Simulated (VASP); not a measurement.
Method: r2SCAN meta-GGA, VASP's PBE PAW potentials (set 64) (plane waves; VASP).

Input for VASP

**POSCAR**
```
InP
1
   -0.0000000000     2.9519160821     2.9519160821
    2.9519160821    -0.0000000000     2.9519160821
    2.9519160821     2.9519160821    -0.0000000000
In P
1 1
Direct
  0.0000000000   0.0000000000   0.0000000000
  0.7500000000   0.7500000000   0.7500000000
```

**INCAR**
```
ALGO = Normal
EDIFF = 1E-5
EDIFFG = -0.03
ENCUT = 400
IBRION = 2
ISIF = 2
ISMEAR = 0
LASPH = .TRUE.
LCHARG = .FALSE.
LMAXMIX = 4
LMIXTAU = .TRUE.
LREAL = .FALSE.
LWAVE = .FALSE.
METAGGA = R2SCAN
NELM = 100
NELMIN = 4
NSW = 20
PREC = Normal
SIGMA = 0.05
SYSTEM = InP
```

File KPOINTS:
```
Automatic mesh
0
Gamma
9 9 9
0 0 0
```

POTCAR, in this order: In_d P (PBE.64 set). Program: vasp_std.

Unless said otherwise, spin-orbit coupling is left out, though it shifts the bands of the heavy elements here.

Predict the energy per atom (σ→0), band gap (on the k-mesh).

* **energy per atom (σ→0)**: -16.148 eV/atom
* **band gap (on the k-mesh)**: 1.04 eV

### OSZICAR
```
...
DAV:   8    -0.322352963164E+02    0.58628E-01   -0.33095E-01   910   0.791E+00    0.130E+00
DAV:   9    -0.322446705345E+02   -0.93742E-02   -0.30034E-01   910   0.624E+00    0.517E-01
DAV:  10    -0.322017234717E+02    0.42947E-01   -0.52098E-02   910   0.248E+00    0.186E-01
DAV:  11    -0.322955138513E+02   -0.93790E-01   -0.61124E-02   910   0.254E+00    0.176E-01
DAV:  12    -0.322914663032E+02    0.40475E-02   -0.29869E-03  1180   0.697E-01    0.604E-02
DAV:  13    -0.322966259078E+02   -0.51596E-02   -0.29206E-03   925   0.629E-01    0.571E-02
DAV:  14    -0.322966268293E+02   -0.92151E-06   -0.82833E-05  1215   0.908E-02
   1 F= -.32296627E+02 E0= -.32296627E+02  d E =-.322966E+02
```

The compound is InP in the zinc blende structure. It was relaxed first.
